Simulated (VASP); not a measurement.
# TaSi2: structure and properties in VASP, part 2 of 2

What structure does TaSi2 take at this level, and what are its properties? The start is a cell from a database of measured crystal structures.

VASP 6.6.1; vdW-DF2; plane waves and PAW (Ta_pv, Si).

Still holding for the runs below: This run has no spin polarisation. Its electron count is odd, so without a moment it is a metal by construction.

So far. Step 5 (Band structure (vdW-DF2)): There is no gap at this level. Step 6 (Total and projected DOS (vdW-DF2)): The finer mesh and the other smearing move the Fermi level by -0.01 eV from the 5×5×4 run, a small shift, which tests the Fermi level alone. Of the states within 0.3 eV of the Fermi level, the largest shares in the PAW spheres are Ta d 47 % and Si p 10 %. The rest lies in smaller channels or between the spheres. The relaxed cell has a = 4.911, c = 6.695 Å (conventional setting).

The database entry behind the starting cell has ideal inner coordinates that were not refined, so it need not match the best structure at ambient conditions.

## (7) Core levels (vdW-DF2) (continued)

Kohn-Sham core levels. Core levels, by row, the first 40 of 51 rows:

```tsv
atom	shell	level below the Fermi level (eV)
Ta1	1s	67338
Ta1	2s	11564
Ta1	2p	10131
Ta1	3s	2645
Ta1	3p	2219
Ta1	3d	1723
Ta1	4s	535.5
Ta1	4p	395.8
Ta1	4d	217.2
Ta1	4f	19.78
Ta1	5s	67.94
Ta2	1s	67338
Ta2	2s	11564
Ta2	2p	10131
Ta2	3s	2645
Ta2	3p	2219
Ta2	3d	1723
Ta2	4s	535.5
Ta2	4p	395.8
Ta2	4d	217.2
Ta2	4f	19.78
Ta2	5s	67.94
Ta3	1s	67338
Ta3	2s	11564
Ta3	2p	10131
Ta3	3s	2645
Ta3	3p	2219
Ta3	3d	1723
Ta3	4s	535.5
Ta3	4p	395.8
Ta3	4d	217.2
Ta3	4f	19.78
Ta3	5s	67.94
Si4	1s	1780
Si4	2s	133.6
Si4	2p	89.66
Si5	1s	1780
Si5	2s	133.6
Si5	2p	89.66
Si6	1s	1780
```

Atoms of one element give levels within 0.1 eV of each other.

## (8) Optical spectrum (vdW-DF2)

LOPTICS sums transitions from filled to empty bands. The mesh is finer than in the run before. NBANDS is raised for it.

Contents of INCAR:

```
SYSTEM = TaSi2
PREC = Accurate
ENCUT = 400
EDIFF = 1E-06
NELM = 100
ISMEAR = 0
SIGMA = 0.05
LREAL = .FALSE.
ALGO = Normal
GGA = ML
AGGAC = 0
LUSE_VDW = .TRUE.
ZAB_VDW = -1.8867
LASPH = .TRUE.
NBANDS = 100
LORBIT = 11
LWAVE = .FALSE.
LCHARG = .FALSE.
KPAR = 4
LOPTICS = .TRUE.
NEDOS = 1500
CSHIFT = 0.1
```

Contents of POSCAR:

```
TaSi2
1.0
    4.9110280863      0.0000000000      0.0000000000
   -2.4555140432      4.2530750815      0.0000000000
    0.0000000000      0.0000000000      6.6952973618
Ta Si
3 6
Direct
    0.0000000000      0.5000000000      0.1666666667
    0.5000000000      0.5000000000      0.8333333333
    0.5000000000      0.0000000000      0.5000000000
    0.3175932951      0.1587966475      0.1666666667
    0.1587966475      0.8412033525      0.8333333333
    0.8412033525      0.6824067049      0.5000000000
    0.6824067049      0.8412033525      0.1666666667
    0.8412033525      0.1587966475      0.8333333333
    0.1587966475      0.3175932951      0.5000000000
```

Contents of KPOINTS:

```
Automatic mesh
0
Gamma
8 8 5
0 0 0
```

PAW data sets: Ta_pv and Si (PBE family, release 64).

Launch:

```sh
> mpirun -np 4 vasp_std
```

It took 3.4 min on 4 MPI ranks of Intel Xeon Platinum 8488C (Sapphire Rapids), shared host; peak memory 2.4 GiB; 13 min of CPU time.

These are independent-particle spectra without excitons or local fields, and fine structure depends on the mesh and on CSHIFT. The intraband (Drude) part is not in this spectrum.

This step gave:

```yaml
bands: 100
irreducible_k_points: 30
free_energy_toten: -46.89 eV
energy_at_zero_smearing: -46.89 eV
fermi_energy: 8.636 eV
pressure: 0.03676 GPa
```

The imaginary dielectric function has structure finer than the step of the table below, so its rows give means over 0.5 eV, whole bins alone (the curve runs from 0 to 25.0 eV). Peaks (eV: height): xx 0.49: 37.3, 1.37: 20.6, 2.24: 34.2; zz 0.59: 25.8, 1.12: 27.4, 2.78: 29.1, 3.90: 28.5.

The imaginary dielectric function by photon energy; means over each step:

```tsv
photon energy (eV)	xx	zz
0.5	29.9	19.1
1.0	16.1	18.5
1.5	17.7	15.0
2.0	28.8	22.0
2.5	29.1	26.4
3.0	26.2	23.8
3.5	22.8	23.9
4.0	17.5	26.3
4.5	19.3	24.8
5.0	19.4	21.8
5.5	17.5	16.5
6.0	14.6	13.7
6.5	10.7	9.62
7.0	8.24	6.64
7.5	5.89	4.93
8.0	4.54	4.06
8.5	3.46	3.25
9.0	2.57	2.50
9.5	1.97	1.89
10.0	1.44	1.55
10.5	1.23	1.35
11.0	1.05	1.01
11.5	0.850	0.805
12.0	0.707	0.656
12.5	0.609	0.542
13.0	0.478	0.477
13.5	0.425	0.415
14.0	0.399	0.371
14.5	0.346	0.342
15.0	0.281	0.309
15.5	0.268	0.264
16.0	0.244	0.247
16.5	0.217	0.215
17.0	0.194	0.212
17.5	0.180	0.195
18.0	0.156	0.183
18.5	0.158	0.168
19.0	0.143	0.157
19.5	0.132	0.153
20.0	0.125	0.138
20.5	0.121	0.127
21.0	0.115	0.114
21.5	0.108	0.106
22.0	0.111	0.115
22.5	0.110	0.117
23.0	0.108	0.0976
23.5	0.110	0.101
24.0	0.116	0.106
24.5	0.114	0.104
```

Table of real dielectric function by photon energy:

```tsv
photon energy (eV)	xx	zz
0.0	93.0	58.2
0.5	31.4	39.8
1.0	32.1	35.5
1.5	23.5	23.4
2.0	26.6	29.4
2.5	9.69	15.6
3.0	6.02	7.50
3.5	0.578	9.35
4.0	1.27	2.89
4.5	2.47	-1.06
5.0	-2.22	-7.24
5.5	-5.08	-9.08
6.0	-7.50	-9.49
6.5	-8.83	-9.84
7.0	-8.24	-8.95
7.5	-7.82	-7.37
8.0	-6.85	-6.11
8.5	-5.96	-5.52
9.0	-5.29	-5.22
9.5	-4.56	-4.18
10.0	-3.82	-3.67
10.5	-3.21	-3.19
11.0	-2.83	-2.89
11.5	-2.50	-2.45
12.0	-2.11	-2.14
12.5	-1.86	-1.81
13.0	-1.60	-1.53
13.5	-1.31	-1.32
14.0	-1.14	-1.10
14.5	-1.01	-0.940
15.0	-0.826	-0.823
15.5	-0.679	-0.668
16.0	-0.559	-0.533
16.5	-0.455	-0.425
17.0	-0.347	-0.329
17.5	-0.267	-0.262
18.0	-0.171	-0.161
18.5	-0.0791	-0.0968
19.0	-0.0353	-0.0176
19.5	0.0442	0.0169
20.0	0.103	0.0973
20.5	0.160	0.139
21.0	0.217	0.192
21.5	0.262	0.257
22.0	0.321	0.299
22.5	0.345	0.325
23.0	0.393	0.370
23.5	0.428	0.419
24.0	0.456	0.446
24.5	0.478	0.469
```

## (9) Density of states (vdW-DF2), changed input

This run is made with a changed input; what comes of it follows.

Contents of INCAR:

```
SYSTEM = TaSi2
PREC = Accurate
ENCUT = 400
EDIFF = 1E-06
NELM = 65
ISMEAR = -5
SIGMA = 0.05
LREAL = .FALSE.
ALGO = Eigenval
GGA = ML
AGGAC = 0
LUSE_VDW = .TRUE.
ZAB_VDW = -1.8867
LASPH = .TRUE.
NBANDS = 50
LORBIT = 11
LWAVE = .FALSE.
LCHARG = .FALSE.
KPAR = 4
NEDOS = 2001
```

POSCAR is that of step 8.

KPOINTS is that of step 8.

Launch:

```sh
> mpirun -np 4 vasp_std
```

Run time: 1.8 min. Hardware: 4 MPI ranks; peak memory 2.1 GiB.

Convergence was reached, but on settings outside the sound range, so the numbers are no properties of the crystal.

Against the sound run on this cell (total and projected DOS (vdW-DF2)) the energy at zero smearing moves by +438971.9 meV an atom and the pressure by +1567.42 GPa.

With this ALGO nothing was iterated to self-consistency, so the run only appears to have converged.

The fault in the input: no self-consistency without orbitals (ALGO = "Eigenval"). This ALGO needs a converged WAVECAR; use ALGO = Normal first.

## (10) What came out

* relaxed volume: 15.54 Å³/atom
* relaxed conventional cell a, b, c: 4.911, 4.911, 6.695 Å; angles 90.0, 90.0, 120.0°
* space group after relaxing, within 0.02 Å: P6_222 (No. 180)
* band gap: none, a metal
* DOS at the Fermi level: 4.03 states/eV/cell
* shallowest level of the frozen cores: Ta1 4f, 19.8 eV deep

In words: With vdW-DF2, TaSi2 relaxes to 15.54 Å³/atom in space group P6_222 (held by the symmetry of the run) and comes out as a metal. Against the listed cell the volume lies +7.7 % (a +2.7 %, c +2.0 %). Band structure (vdW-DF2): Of the bands kept, 2 cross the Fermi level on this path. Spin-orbit coupling is left out, and with elements this heavy it would split and shift bands near the Fermi level. The k-sampling is coarse for a metal, so the Fermi level, pressures and the shape of the cell carry errors. With an odd electron count and no spin the cell is a metal by construction. No search among competing phases was made, and a listed structure need not be the one stable at ambient conditions. All values are for a static lattice at zero temperature.

[Lines on the potential files, build, host, timing and source positions are cut from VASP's logs without a mark.]

[Logs are printed without paths, hosts, clocks, repeated set-up lines and the standing remarks that a program may print on its own settings, such as how far it seeks lower states.]

[Hosts, paths, dates, database ids (printed as entryN), source tags and the programs' standing remarks are cut or masked in the printed files.]

[A measured line is paired with the nearest computed mode of its activity, which favours agreement.]
